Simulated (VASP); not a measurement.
An input for Quantum ESPRESSO's pw.x (written as the equivalent of a VASP run, and not itself run):

```
&CONTROL
  calculation = 'scf'
  pseudo_dir = './pseudo'
  outdir = './out'
  tprnfor = .true.
  tstress = .true.
/
&SYSTEM
  ibrav = 0
  nat = 2
  ntyp = 2
  ecutwfc = 44
  occupations = 'smearing'
  smearing = 'gaussian'
  degauss = 0.000735
  input_dft = 'pbe'
/
&ELECTRONS
  conv_thr = 7.3e-10
  electron_maxstep = 100
/
ATOMIC_SPECIES
  Al 26.982 Al.upf
  P 30.974 P.upf
CELL_PARAMETERS angstrom
     0.0000000    2.8009410    2.8009410
     2.8009410    0.0000000    2.8009410
     2.8009410    2.8009410    0.0000000
ATOMIC_POSITIONS crystal
  Al   0.0000000  0.0000000  0.0000000
  P    0.2500000  0.2500000  0.2500000
K_POINTS automatic
  6 6 6 0 0 0
```

Question: Write the VASP files for the same calculation (PBE).

Answer: One answer among several that fit: 
INCAR:
```
SYSTEM = AlP
PREC = Normal
ENCUT = 350
EDIFF = 1E-8
NELM = 100
ALGO = Normal
LREAL = .FALSE.
LASPH = .TRUE.
ISMEAR = 0
SIGMA = 0.01
GGA = PE
LWAVE = .TRUE.
LCHARG = .FALSE.
```

**KPOINTS**
```
Regular mesh
0
G
 6 6 6
0 0 0
```

### POSCAR
```
AlP
1
    0.0000000000     2.8009410000     2.8009410000
    2.8009410000     0.0000000000     2.8009410000
    2.8009410000     2.8009410000     0.0000000000
Al P
1 1
Direct
  0.0000000000   0.0000000000   0.0000000000
  0.2500000000   0.2500000000   0.2500000000
```

POTCAR, in this order: Al_GW P_GW (PBE.64 set). Program: vasp_std.

The two are equivalent in intent, not identical: the potentials are each code's own (VASP's PAW set, PseudoDojo norm-conserving files in pw.x), so ENCUT and ecutwfc are chosen apart and not converted; conv_thr bounds pw.x's estimated SCF error, while EDIFF bounds the energy change between steps.

The compound is AlP in the zinc blende structure. This cell is one point of a volume scan, at 1.08 of the reference volume.
